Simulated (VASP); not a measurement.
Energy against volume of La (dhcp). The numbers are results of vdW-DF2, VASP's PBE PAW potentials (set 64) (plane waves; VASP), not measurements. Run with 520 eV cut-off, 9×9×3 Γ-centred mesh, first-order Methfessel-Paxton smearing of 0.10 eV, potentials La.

Shape and ions are relaxed at each volume.

```csv
V (Å³/atom),E (eV/atom)
38.508,-2.15519
39.737,-2.16565
40.966,-2.16907
42.195,-2.16597
```

Question: Fit these four points and predict the energy of the run at 43.424 Å³/atom.

Answer: A cubic in V^(−2/3), the third-order Birch-Murnaghan form, passes through the four points with V0 = 40.98 Å³/atom and B0 = 28 GPa, and gives -2.1569 eV/atom there. The run gave -2.1576 eV/atom, -0.7 meV/atom from the fit; all five points give B0 = 27 GPa.

The compound is La in the dhcp structure. It was relaxed first, which changed the volume by +9 %.
